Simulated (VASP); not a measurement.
Input for VASP

### INCAR
```
ALGO = Normal
EDIFF = 1E-6
EDIFFG = -0.01
ENCUT = 520
GGA = RE
IBRION = 2
ISIF = 3
ISMEAR = 1
LASPH = T
LCHARG = F
LMAXMIX = 6
LREAL = F
LWAVE = F
NELM = 100
NSW = 60
PREC = Accurate
SIGMA = 0.1
SYSTEM = HfC
```

**KPOINTS**
```
Regular mesh
0
Gamma
  12 12 12
0 0 0
```

File POSCAR:
```
HfC
1
    0.0000000000     2.3200000000     2.3200000000
    2.3200000000     0.0000000000     2.3200000000
    2.3200000000     2.3200000000     0.0000000000
Hf C
1 1
Direct
  0.0000000000   0.0000000000   0.0000000000
  0.5000000000   0.5000000000   0.5000000000
```

POTCAR, in this order: Hf_pv C (PBE.64 set). Program: vasp_std.

**Question.** Write an equivalent input for Ansatz.

**Answer.** One equivalent input (not run):
Ansatz 0.2 input:
```yaml
crystal:
  lattice:
    - [0.0000000, 2.3200000, 2.3200000]
    - [2.3200000, 0.0000000, 2.3200000]
    - [2.3200000, 2.3200000, 0.0000000]
  atoms:
    - { symbol: Hf, position: [0.0000000, 0.0000000, 0.0000000] }
    - { symbol: C, position: [0.5000000, 0.5000000, 0.5000000] }
kpoints:
  mp_grid: { grid: [12, 12, 12] }
hamiltonian:
  xc: revpbe
  pseudopotentials: { kind: paw }
scf:
  occupations: { method: methfessel_paxton, width: 0.1 }
  max_iter: 100
relax:
  max_steps: 60
  f_tol: 0.01
  cell: {}
output: { forces: true, stress: true, eigenvalues: true }
```
The two are equivalent in intent, not identical: each code has its own PAW files, so the cut-off isn't converted (ENCUT is set for VASP's; basis.ecutwfc is left out, and Ansatz then takes the one that its files recommend); Ansatz stops its SCF on the density residual and VASP on the energy change (EDIFF).

The compound is HfC in the rock salt structure. This run relaxes it. Symmetry was kept, so distortions that lower it aren't found.
